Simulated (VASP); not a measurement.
```
BN
1.0
    0.00000     1.80750     1.80750
    1.80750     0.00000     1.80750
    1.80750     1.80750     0.00000
B N
1 1
Direct
  0.00000   0.00000   0.00000
  0.25000   0.25000   0.25000
```

Computed with G0W0 on PBE orbitals, VASP's PBE PAW potentials (set 64) (plane waves; VASP). Run with PREC = Normal, 500 eV cut-off, 6×6×6 Γ-centred mesh, Gaussian smearing of 0.010 eV, potentials B_GW N_GW_new.

The mesh is coarse and the basis finite, so the quasiparticle values are not converged.

NBANDS = 120, ENCUTGW = 180 eV, NOMEGA = 64. The PBE levels (eV) that the step starts from are:

```tsv
state	KS energy	filling
k1 (0.00, 0.00, 0.00), band 1	-11.53	2
k1 (0.00, 0.00, 0.00), band 2	8.70	2
k1 (0.00, 0.00, 0.00), band 3	8.70	2
k1 (0.00, 0.00, 0.00), band 4	8.70	2
k1 (0.00, 0.00, 0.00), band 5	17.52	0
k1 (0.00, 0.00, 0.00), band 6	17.52	0
k1 (0.00, 0.00, 0.00), band 7	17.52	0
k1 (0.00, 0.00, 0.00), band 8	19.06	0
k9 (-0.17, 0.17, 0.00), band 1	-9.78	2
k9 (-0.17, 0.17, 0.00), band 2	3.70	2
k9 (-0.17, 0.17, 0.00), band 3	5.38	2
k9 (-0.17, 0.17, 0.00), band 4	7.85	2
k9 (-0.17, 0.17, 0.00), band 5	19.01	0
k9 (-0.17, 0.17, 0.00), band 6	19.23	0
k9 (-0.17, 0.17, 0.00), band 7	19.60	0
k9 (-0.17, 0.17, 0.00), band 8	22.00	0
k13 (0.50, 0.50, 0.00), band 1	-5.94	2
k13 (0.50, 0.50, 0.00), band 2	-0.22	2
k13 (0.50, 0.50, 0.00), band 3	3.80	2
k13 (0.50, 0.50, 0.00), band 4	3.80	2
k13 (0.50, 0.50, 0.00), band 5	13.16	0
k13 (0.50, 0.50, 0.00), band 6	17.93	0
k13 (0.50, 0.50, 0.00), band 7	26.64	0
k13 (0.50, 0.50, 0.00), band 8	26.64	0
```

Problem. Give the quasiparticle energies and renormalisation factors Z.

Solution. 
| state | QP energy (eV) | Z |
|---|---|---|
| k1 (0.00, 0.00, 0.00), band 1 | -13.56 | 0.78 |
| k1 (0.00, 0.00, 0.00), band 2 | 7.66 | 0.82 |
| k1 (0.00, 0.00, 0.00), band 3 | 7.66 | 0.82 |
| k1 (0.00, 0.00, 0.00), band 4 | 7.66 | 0.82 |
| k1 (0.00, 0.00, 0.00), band 5 | 18.71 | 0.83 |
| k1 (0.00, 0.00, 0.00), band 6 | 18.71 | 0.83 |
| k1 (0.00, 0.00, 0.00), band 7 | 18.71 | 0.83 |
| k1 (0.00, 0.00, 0.00), band 8 | 20.05 | 0.81 |
| k9 (-0.17, 0.17, 0.00), band 1 | -11.66 | 0.77 |
| k9 (-0.17, 0.17, 0.00), band 2 | 2.23 | 0.80 |
| k9 (-0.17, 0.17, 0.00), band 3 | 4.05 | 0.81 |
| k9 (-0.17, 0.17, 0.00), band 4 | 6.73 | 0.82 |
| k9 (-0.17, 0.17, 0.00), band 5 | 20.30 | 0.82 |
| k9 (-0.17, 0.17, 0.00), band 6 | 20.36 | 0.83 |
| k9 (-0.17, 0.17, 0.00), band 7 | 20.78 | 0.82 |
| k9 (-0.17, 0.17, 0.00), band 8 | 23.27 | 0.80 |
| k13 (0.50, 0.50, 0.00), band 1 | -7.55 | 0.75 |
| k13 (0.50, 0.50, 0.00), band 2 | -1.99 | 0.78 |
| k13 (0.50, 0.50, 0.00), band 3 | 2.37 | 0.81 |
| k13 (0.50, 0.50, 0.00), band 4 | 2.37 | 0.81 |
| k13 (0.50, 0.50, 0.00), band 5 | 13.76 | 0.85 |
| k13 (0.50, 0.50, 0.00), band 6 | 18.63 | 0.84 |
| k13 (0.50, 0.50, 0.00), band 7 | 28.20 | 0.77 |
| k13 (0.50, 0.50, 0.00), band 8 | 28.20 | 0.77 |
On the mesh the gap opens from 4.46 to 6.10 eV.

The compound is BN in the zinc blende structure. The cell was not relaxed at this level. The k-mesh is coarse (spacing up to 0.50 per Å, 2π included), so the numbers may not be converged in it.
